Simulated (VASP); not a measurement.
An input for Ansatz (written as the equivalent of a VASP run, and not itself run):

Ansatz 0.2 input:
```yaml
crystal:
  lattice:
    - [0.0000000, 2.6950643, 2.6950643]
    - [2.6950643, 0.0000000, 2.6950643]
    - [2.6950643, 2.6950643, 0.0000000]
  atoms:
    - { symbol: Si, position: [0.2500000, 0.2500000, 0.2500000] }
    - { symbol: Si, position: [0.7500000, 0.7500000, 0.7500000] }
    - { symbol: Ni, position: [0.0000000, 0.0000000, 0.0000000] }
kpoints:
  mp_grid: { grid: [10, 10, 10] }
hamiltonian:
  xc: pbe
  dispersion: d4
  pseudopotentials: { kind: paw }
scf:
  occupations: { method: methfessel_paxton, width: 0.1 }
  max_iter: 100
output: { forces: true, stress: true, eigenvalues: true }
```

### Question
Translate this input to VASP (INCAR, KPOINTS, POSCAR, choice of POTCAR).

### Answer
Several could match; the one computed here: 
**INCAR**
```
SIGMA = 0.1   # width (eV)
LREAL = .FALSE.   # projection in real space or not
IVDW = 13   # D4
ISMEAR = 1
ENCUT = 520   # plane-wave cut-off (eV)
LASPH = .TRUE.
PREC = Accurate
LMAXMIX = 4   # l cut-off of mixed one-centre charges
ISIF = 2
EDIFF = 1E-7   # SCF stop (eV)
NELM = 100
GGA = PE
LCHARG = .FALSE.
LWAVE = .FALSE.
SYSTEM = NiSi2
ALGO = Normal
```

### POSCAR
```
NiSi2
1
    0.0000000000     2.6950642530     2.6950642530
    2.6950642530     0.0000000000     2.6950642530
    2.6950642530     2.6950642530     0.0000000000
Si Ni
2 1
Direct
  0.2500000000   0.2500000000   0.2500000000
  0.7500000000   0.7500000000   0.7500000000
  0.0000000000   0.0000000000   0.0000000000
```

File KPOINTS:
```
Automatic mesh
0
Gamma
10 10 10
0 0 0
```

POTCAR, in this order: Si Ni (PBE.64 set). Program: vasp_std.

Limits of the translation: each code has its own PAW files, so the cut-off isn't converted (ENCUT is set for VASP's; basis.ecutwfc is left out, and Ansatz then takes the one that its files recommend); Ansatz stops its SCF on the density residual and VASP on the energy change (EDIFF).

The compound is NiSi2 in the fluorite structure. It was relaxed first.
